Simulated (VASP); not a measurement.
Consider the following.

```xyz
2
Lattice="0.0000 2.9437 2.9437 2.9437 0.0000 2.9437 2.9437 2.9437 0.0000" Properties=species:S:1:pos:R:3 pbc="T T T"
Cd     0.0000     0.0000     0.0000
S      1.4719     1.4719     1.4719
```

These are r2SCAN meta-GGA, VASP's PBE PAW potentials (set 64) (plane waves; VASP) values and carry that method's errors. Run with 520 eV cut-off, 9×9×9 Γ-centred mesh, tetrahedra with Blöchl corrections, potentials Cd S.

Give the energies of bands 6 to 11 at the high-symmetry points, in eV from the valence-band maximum.

```json
[
 {"band": "6", "Γ": "-7.40", "X": "-6.97", "U": "-6.85", "L": "-7.04", "W": "-6.80"},
 {"band": "7", "Γ": "0.00", "X": "-3.85", "U": "-3.82", "L": "-4.29", "W": "-3.78"},
 {"band": "8", "Γ": "0.00", "X": "-1.83", "U": "-2.47", "L": "-0.73", "W": "-2.19"},
 {"band": "9", "Γ": "0.00", "X": "-1.83", "U": "-1.49", "L": "-0.73", "W": "-2.16"},
 {"band": "10", "Γ": "1.53", "X": "3.88", "U": "4.60", "L": "3.43", "W": "5.73"},
 {"band": "11", "Γ": "7.08", "X": "4.72", "U": "5.82", "L": "7.48", "W": "5.84"}
]
```

The gap is direct, 1.53 eV, from the valence maximum at Γ to the conduction minimum at Γ.

Measured: gap 2.48 eV at 4 K (computed value off by -0.95 eV), as given by arXiv:1206.3780.

The compound is CdS in the zinc blende structure, a metastable form; wurtzite is the usual one. It was relaxed first.
